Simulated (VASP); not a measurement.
Here is the system:

```xyz
5
Lattice="3.9644 0.0000 0.0000 0.0000 3.9644 0.0000 0.0000 0.0000 4.0828" Properties=species:S:1:pos:R:3 pbc="T T T"
Ba     3.9644     0.0000     0.0140
Ti     1.9822     1.9822     2.1293
O      1.9822     1.9822     3.9655
O      3.9644     1.9822     1.9756
O      1.9822     3.9644     1.9756
```

Method: rev-vdW-DF2, VASP's PBE PAW potentials (set 64) (plane waves; VASP). Settings: 520 eV cut-off, 5×5×5 Γ-centred mesh, Gaussian smearing of 0.050 eV, potentials Ba_sv Ti_sv O.

Question: The ions, cell shape and volume are relaxed. Which structure does the run end with?

Answer: 
```xyz
5
Lattice="3.9910 0.0000 0.0000 0.0000 3.9910 0.0000 0.0000 0.0000 4.1006" Properties=species:S:1:pos:R:3 pbc="T T T"
Ba     0.0000     0.0000     0.0136
Ti     1.9955     1.9955     2.1368
O      1.9955     1.9955     3.9821
O      3.9910     1.9955     1.9858
O      1.9955     0.0000     1.9858
```
Space group P4mm (99), at a tolerance of 0.03 Å.

Question: How do energy and volume change from the first to the last step?

Answer: The energy (σ→0) changes by -2.3 meV/atom and the volume by +1.8 %, in 5 ionic steps.

The compound is BaTiO3 in the tetragonal perovskite structure. This run relaxes it. Symmetry was kept, so distortions that lower it aren't found.
